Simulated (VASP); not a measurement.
Consider the following.

```yaml
crystal:
  lattice:
    - [0.00000, 2.77396, 2.77396]
    - [2.77396, 0.00000, 2.77396]
    - [2.77396, 2.77396, 0.00000]
  atoms:
    - { symbol: Na, position: [0.00000, 0.00000, 0.00000] }
    - { symbol: Cl, position: [0.50000, 0.50000, 0.50000] }
```

Calculation: vdW-DF2, VASP's PBE PAW potentials (set 64) (plane waves; VASP). Numerical set-up: 520 eV cut-off, 8×8×8 Γ-centred mesh, Gaussian smearing of 0.050 eV, potentials Na_pv Cl.

Q: Estimate the energy per atom (σ→0), pressure, band gap (on the k-mesh) with the smallest direct gap where there is one.

A: 
- band gap (on the k-mesh): 5.19 eV
- smallest direct gap (on the k-mesh): 5.19 eV
- energy per atom (σ→0): -1708 meV/atom
- pressure: 2.03 GPa

Total energies compare only between runs with the same potentials, cut-off and functional.

The compound is NaCl in the rock salt structure. This cell is one point of a volume scan, at 0.94 of the reference volume.
